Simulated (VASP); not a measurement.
Data:

```
CELL_PARAMETERS angstrom
      2.78057     0.00000     0.00000
     -1.39029     2.40805     0.00000
      0.00000     0.00000     4.61278
ATOMIC_POSITIONS crystal
  Ag 0.00000 0.00000 0.50000
  Pd 0.66667 0.33333 0.00000
```

Level of theory: PBEsol GGA with spin-orbit coupling, VASP's PBE PAW potentials (set 64) (plane waves; VASP). Settings: 400 eV cut-off, 14×14×7 Γ-centred mesh, Gaussian smearing of 0.050 eV, potentials Ag Pd.

**Question.** Give the energies of bands 11 to 24 at the high-symmetry points, in eV from the Fermi level.

**Answer.** 
| band | Γ | M | K | A | L | H |
|---|---|---|---|---|---|---|
| 11 | -3.24 | -3.02 | -2.87 | -3.44 | -2.34 | -2.83 |
| 12 | -3.24 | -3.02 | -2.75 | -3.44 | -2.34 | -2.60 |
| 13 | -3.14 | -2.33 | -2.31 | -3.38 | -1.96 | -2.56 |
| 14 | -3.14 | -2.33 | -2.19 | -3.38 | -1.96 | -2.33 |
| 15 | -2.55 | -2.19 | -1.72 | -2.92 | -1.42 | -2.31 |
| 16 | -2.55 | -2.19 | -1.49 | -2.92 | -1.42 | -2.02 |
| 17 | -2.17 | -0.72 | -1.36 | -2.13 | -0.80 | -1.60 |
| 18 | -2.17 | -0.72 | -1.22 | -2.13 | -0.80 | -1.49 |
| 19 | -0.80 | 0.17 | -1.12 | -1.89 | 0.17 | -0.69 |
| 20 | -0.80 | 0.17 | -1.07 | -1.89 | 0.17 | -0.64 |
| 21 | -0.57 | 1.50 | 4.72 | -0.84 | 1.47 | 5.18 |
| 22 | -0.57 | 1.50 | 4.81 | -0.84 | 1.47 | 5.33 |
| 23 | 0.24 | 3.48 | 4.92 | -0.65 | 2.16 | 6.33 |
| 24 | 0.24 | 3.48 | 4.95 | -0.65 | 2.16 | 6.40 |

It has no gap at this level: it comes out as a metal or semimetal.

The structure comes from a computed database's AgPd entry (P-6m2); how it stands against other phases isn't given here. It was relaxed first.
